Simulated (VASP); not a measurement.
A run of VASP 6.6.1 is set up as follows.

INCAR

```
SYSTEM = Ta4NiO11
PREC     = Accurate       ! precision mode
ENCUT    = 520            ! plane-wave cutoff, eV
EDIFF    = 1E-8           ! SCF threshold, eV
ISMEAR   = -1             ! smearing method
SIGMA    = 0.05           ! smearing width, eV
LREAL    = .False.        ! projectors in reciprocal space
LASPH    = .True.         ! aspherical terms in the spheres
NELM     = 150            ! most SCF steps
ALGO     = Normal         ! electronic algorithm
ISIF     = 2              ! what is computed and relaxed
LWAVE    = .False.        ! write WAVECAR
LCHARG   = .False.        ! write CHGCAR
ISPIN    = 2              ! spin polarisation
MAGMOM   = 0 0 0 0 1 0 0 0 0 0 0 0 0 0 0 0 ! initial moments
LORBIT   = 11             ! projections on sites
LMAXMIX  = 4              ! l up to which the mixer works
GGA      = PE             ! functional
LEFG     = .True.       
KPAR     = 4
```

File KPOINTS:

```
Automatic mesh
0
Gamma
  7 7 7
  0 0 0
```

File POSCAR:

```
Ta4NiO11
1.0
    1.9549500000    -14.8297300000      0.0000000000
    1.9549500000     14.8297300000      0.0000000000
    0.0000000000      0.0000000000      3.8859000000
Ta Ni O
4 1 11
Direct
    0.2043700000      0.7956300000      0.0000000000
    0.9245100000      0.0754900000      0.0000000000
    0.0754900000      0.9245100000      0.0000000000
    0.7956300000      0.2043700000      0.0000000000
    0.5000000000      0.5000000000      0.0000000000
    0.1398700000      0.8601300000      0.0000000000
    0.7210700000      0.2789300000      0.0000000000
    0.4364500000      0.5635500000      0.0000000000
    0.5635500000      0.4364500000      0.0000000000
    0.0000000000      0.0000000000      0.0000000000
    0.8601300000      0.1398700000      0.0000000000
    0.2789300000      0.7210700000      0.0000000000
    0.9279000000      0.0721000000      0.5000000000
    0.0721000000      0.9279000000      0.5000000000
    0.7943600000      0.2056400000      0.5000000000
    0.2056400000      0.7943600000      0.5000000000
```

Potentials or basis: VASP PAW PBE potentials, release 64 (Ta_pv, Ni, O).

Launch:

```console
$ cat potpaw_PBE.64/Ta_pv/POTCAR potpaw_PBE.64/Ni/POTCAR potpaw_PBE.64/O/POTCAR > POTCAR
$ mpirun -np 4 vasp_std > vasp.out
```

Task: What does it give for the largest force?

Result: 0.082 eV/Å.

Task: Predict the net moment.

Result: -0.85 μB per cell.

Task: Estimate the band gap on the k mesh.

Result: None (metal or under the smearing width).

Task: Predict the pressure.

Result: 0.8 GPa.

Stress tensor (GPa, compression positive):
```
0.64 0.00 0.00
0.00 0.83 0.00
0.00 0.00 0.86
```

Caveat: a cell with one magnetic atom can't hold antiferromagnetic order, which such compounds often take; semilocal functionals often make such compounds metallic where correlation or magnetic order opens a gap, which also shifts bond lengths. With open d or f shells a metallic result of PBE can be an artefact of self-interaction; +U or a hybrid may open a gap.
